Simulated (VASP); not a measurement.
Level of theory: LDA (Ceperley-Alder, Perdew-Zunger), VASP's LDA PAW potentials (set 64) (plane waves; VASP).

VASP ran on this input.

**POSCAR**
```
CuAu
1.0
  2.8000000000   0.0000000000   0.0000000000
  0.0000000000   2.8000000000   0.0000000000
  0.0000000000   0.0000000000   3.6700000000
Cu Au
1 1
Direct
  0.0006580000   0.0164400000   0.0115970000
  0.4993420000   0.4835600000   0.4884030000
```

KPOINTS:
```
K-points
0
G
  7 7 6
0 0 0
```

### INCAR
```
ALGO = Normal
EDIFF = 1E-6
ENCUT = 300
ISIF = 2
ISMEAR = 0
LASPH = .True.
LCHARG = .False.
LMAXMIX = 6
LREAL = .False.
LWAVE = .False.
NELM = 100
PREC = Accurate
SIGMA = 0.2
SYSTEM = CuAu
```

POTCAR, in this order: Cu Au (LDA.64 set). Program: vasp_std.

Output of the run:

File OSZICAR:
```
       N       E                     dE             d eps       ncg     rms          rms(c)
DAV:   1     0.952963321584E+02    0.95296E+02   -0.82748E+03  4715   0.139E+03
DAV:   2    -0.771688803966E+01   -0.10301E+03   -0.98006E+02  4545   0.265E+02
DAV:   3    -0.103349202731E+02   -0.26180E+01   -0.26019E+01  5638   0.512E+01
DAV:   4    -0.103625675061E+02   -0.27647E-01   -0.27643E-01  5040   0.449E+00
DAV:   5    -0.103634423801E+02   -0.87487E-03   -0.87487E-03  6679   0.867E-01    0.123E+01
DAV:   6    -0.973543751804E+01    0.62800E+00   -0.93860E+00  4511   0.870E+01    0.569E+00
DAV:   7    -0.931776288180E+01    0.41767E+00   -0.34635E+00  5371   0.910E+01    0.581E+00
DAV:   8    -0.925902560729E+01    0.58737E-01   -0.26329E-01  5881   0.133E+01    0.277E+00
DAV:   9    -0.925043320211E+01    0.85924E-02   -0.26670E-02  6884   0.409E+00    0.128E-01
DAV:  10    -0.925010919003E+01    0.32401E-03   -0.31043E-03  6317   0.831E-01    0.806E-02
DAV:  11    -0.925010051164E+01    0.86784E-05   -0.95699E-05  6918   0.219E-01    0.341E-02
DAV:  12    -0.925009708487E+01    0.34268E-05   -0.13744E-05  5996   0.127E-01    0.128E-02
DAV:  13    -0.925009700531E+01    0.79559E-07   -0.63329E-07  2710   0.164E-02
   1 F= -.92500970E+01 E0= -.92471710E+01  d E =-.585191E-02
```

File OUTCAR:
```
------------------------ aborting loop because EDIFF is reached ----------------------------------------
  FORCE on cell =-STRESS in cart. coord.  units (eV):
  Direction    XX          YY          ZZ          XY          YZ          ZX
  --------------------------------------------------------------------------------------
  Total       -1.2955423     -1.3527344     -1.2176901      0.0037999      0.1614846      0.0066973
  in kB      -72.1406485    -75.3253222    -67.8055457      0.2115946      8.9920684      0.3729324
  external PRESSURE =     -71.7571721 kB  Pullay stress =       0.0000000 kB
  volume of cell :       28.77
      direct lattice vectors                 reciprocal lattice vectors
     2.800000000  0.000000000  0.000000000     0.357142857  0.000000000  0.000000000
     0.000000000  2.800000000  0.000000000     0.000000000  0.357142857  0.000000000
     0.000000000  0.000000000  3.670000000     0.000000000  0.000000000  0.272479564
 POSITION                                       TOTAL-FORCE (eV/Angst)
 -----------------------------------------------------------------------------------
      0.00184      0.04603      0.04256        -0.012280     -0.302933     -0.539098
      1.39816      1.35397      1.79244         0.012280      0.302933      0.539098
 -----------------------------------------------------------------------------------
    total drift:                                0.000459     -0.000566      0.000677
  FREE ENERGIE OF THE ION-ELECTRON SYSTEM (eV)
  ---------------------------------------------------
  free  energy   TOTEN  =        -9.2500970053 eV

  energy  without entropy=       -9.2442450918  energy(sigma->0) =       -9.24717105
```
(Selected blocks of OUTCAR.)

At this cut-off the stress carries a Pulay error, which pulls relaxed volumes low.

The structure is a typed CuAu crystal. The cell was not relaxed at this level, atoms are displaced from their ideal sites. The k-mesh is coarse (spacing up to 0.32 per Å, 2π included), so the numbers may not be converged in it.
